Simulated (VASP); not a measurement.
Input for VASP

**INCAR**
```
SYSTEM = Fe
PREC = Accurate; ENCUT = 500; LREAL = F
LASPH = T
EDIFF = 1E-6; NELM = 100; ALGO = Normal
LMAXMIX = 4; LMIXTAU = T
ISMEAR = 1; SIGMA = 0.1
METAGGA = R2SCAN
ISPIN = 2; MAGMOM = 2.7
IBRION = 2; NSW = 40; ISIF = 3
EDIFFG = -0.02; PSTRESS = 300
LWAVE = F; LCHARG = F; LORBIT = 10
```

### KPOINTS
```
kpoints
0
gamma
18 18 18
0 0 0
```

### POSCAR
```
Fe
1.0
 -1.3901079178   1.3901079178   1.3901079178
  1.3901079178  -1.3901079178   1.3901079178
  1.3901079178   1.3901079178  -1.3901079178
Fe
1
Cartesian
  0.0000000000   0.0000000000   0.0000000000
```

POTCAR, in this order: Fe (PBE.64 set). Program: vasp_std.

**Question.** Write an equivalent input for Ansatz.

**Answer.** One equivalent input (not run):
Ansatz 0.2 input:
```yaml
crystal:
  lattice:
    - [-1.3901079, 1.3901079, 1.3901079]
    - [1.3901079, -1.3901079, 1.3901079]
    - [1.3901079, 1.3901079, -1.3901079]
  atoms:
    - { symbol: Fe, position: [0.0000000, 0.0000000, 0.0000000], spin: 2.7 }
kpoints:
  mp_grid: { grid: [18, 18, 18] }
hamiltonian:
  xc: r2scan
  pseudopotentials: { kind: paw }
magnetization: { spin_polarized: true }
scf:
  occupations: { method: methfessel_paxton, width: 0.1 }
  max_iter: 100
relax:
  max_steps: 40
  f_tol: 0.02
  cell: { p_target: 30 }
output: { forces: true, stress: true, eigenvalues: true }
```
The two are equivalent in intent, not identical: each code has its own PAW files, so the cut-off isn't converted (ENCUT is set for VASP's; basis.ecutwfc is left out, and Ansatz then takes the one that its files recommend); Ansatz stops its SCF on the density residual and VASP on the energy change (EDIFF).

The compound is Fe in the bcc structure. This run relaxes it under an external pressure of 30 GPa. Symmetry was kept, so distortions that lower it aren't found.
